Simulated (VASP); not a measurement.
```yaml
crystal:
  lattice:
    - [0.00000, 2.72746, 2.72746]
    - [2.72746, 0.00000, 2.72746]
    - [2.72746, 2.72746, 0.00000]
  atoms:
    - { symbol: K, position: [0.00000, 0.00000, 0.00000] }
    - { symbol: F, position: [0.50000, 0.50000, 0.50000] }
```

Calculation: PBE GGA with D3 dispersion (Becke-Johnson damping), VASP's PBE PAW potentials (set 64) (plane waves; VASP). Settings: 520 eV cut-off, 9×9×9 Γ-centred mesh, Gaussian smearing of 0.050 eV, potentials K_sv F.

Question: Give the stress tensor in GPa (positive for a compressed cell).

Answer: 
```
-1.68   0.00   0.00
 0.00  -1.68   0.00
 0.00   0.00  -1.68
```
The pressure is its mean diagonal, -1.68 GPa.

The compound is KF in the rock salt structure. This cell is one point of a volume scan, at 1.06 of the reference volume.
